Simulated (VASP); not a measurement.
Method: PBEsol GGA, VASP's PBE PAW potentials (set 64) (plane waves; VASP).

Input for VASP

### INCAR
```
NELM  =  100   ! most electronic steps
ISIF  =  3
ISMEAR  =  0
ALGO  =  Normal
NSW  =  60
LMAXMIX  =  4   ! l cut-off of mixed one-centre charges
SYSTEM  =  CsCl
LCHARG  =  .False.
LWAVE  =  .False.
IBRION  =  2
LREAL  =  .False.   ! projection in real space or not
EDIFFG  =  -0.01   ! ionic stop
PREC  =  Accurate
EDIFF  =  1E-6
GGA  =  PS   ! PBEsol
ENCUT  =  400
SIGMA  =  0.05
LASPH  =  .True.   ! aspherical one-centre terms
```

### KPOINTS
```
Automatic
0
G
  6 6 6
0 0 0
```

POSCAR:
```
CsCl
1.0
  0.0000000000   3.4506232531   3.4506232531
  3.4506232531   0.0000000000   3.4506232531
  3.4506232531   3.4506232531   0.0000000000
Cs Cl
1 1
direct
  0.0000000000   0.0000000000   0.0000000000
  0.5000000000   0.5000000000   0.5000000000
```

POTCAR, in this order: Cs_sv Cl (PBE.64 set). Program: vasp_std.

Unless said otherwise, spin-orbit coupling is left out, though it shifts the bands of the heavy elements here.

### Question
What does the run give for the energy per atom (σ→0), band gap (on the k-mesh)?

### Answer

The energy per atom (σ→0) is -331.6 kJ/mol of atoms and the band gap (on the k-mesh) is 4.88 eV.

OSZICAR:
```
...
DAV:   7    -0.685713390524E+01    0.25794E-01   -0.18822E-01   472   0.233E+00    0.963E-01
DAV:   8    -0.686936624693E+01   -0.12232E-01   -0.16014E-02   412   0.968E-01    0.147E-01
DAV:   9    -0.687251915191E+01   -0.31529E-02   -0.60472E-03   440   0.463E-01    0.126E-01
DAV:  10    -0.687310165288E+01   -0.58250E-03   -0.58643E-04   416   0.181E-01    0.223E-02
DAV:  11    -0.687315446618E+01   -0.52813E-04   -0.12030E-04   456   0.699E-02    0.794E-03
DAV:  12    -0.687317127994E+01   -0.16814E-04   -0.27692E-05   412   0.355E-02    0.330E-03
DAV:  13    -0.687317151506E+01   -0.23512E-06   -0.46678E-07   356   0.481E-03
   1 F= -.68731715E+01 E0= -.68731715E+01  d E =-.687317E+01
```

The structure was generated: CsCl was put into the rock salt type (Fm-3m), which need not be its known phase. It was relaxed first, which changed the volume by -21 %. The start is the result of an earlier pass.
